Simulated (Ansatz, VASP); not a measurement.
Two plane-wave programs on GaB2As3

```
Ga B As
1.0
    -1.83929    1.83929    7.80345
     1.83929   -1.83929    7.80345
     1.83929    1.83929   -7.80345
Ga B As
1 2 3
Direct
  0.50000 0.50000 0.00000
  0.83333 0.83333 0.00000
  0.16667 0.16667 0.00000
  0.58333 0.08333 0.50000
  0.25000 0.75000 0.50000
  0.91667 0.41667 0.50000
```

Alike in both runs: task single point; functional PBE; k mesh 6 × 6 × 6; occupations gaussian, width 0.1 eV; no spin polarisation.

|  | VASP | Ansatz |
| --- | --- | --- |
| version | VASP 6.6.1 | Ansatz 0.2.0 |
| potentials or method | VASP PAW PBE potentials, release 64 (Ga_d, B, As) | scalar-relativistic, plane waves, PAW |
| plane-wave cutoff (eV) | 520 | 420 |
| valence electrons in the cell | 34 | 64 |

```csv
,VASP,Ansatz,Ansatz less VASP
gap on the k mesh at the Fermi level (eV),1.12,1.12,-0.003
least direct gap on the mesh (eV),1.12,1.12,-0.003
pressure (GPa),-0.2,-0.5,-0.23
largest component of the traceless stress (GPa),0.58,0.57,-0.009
rms of the force components (eV/Å),1.336,1.332,-0.0036
```

Atom by atom the forces differ by 0.004 eV/Å (rms over components). The two sets of potentials don't hold the same shells in valence.

Caveats: forces of over 1 eV/Å show positions far from the minimum, so gaps and moduli don't describe the material at rest. A k mesh can miss the band edges.
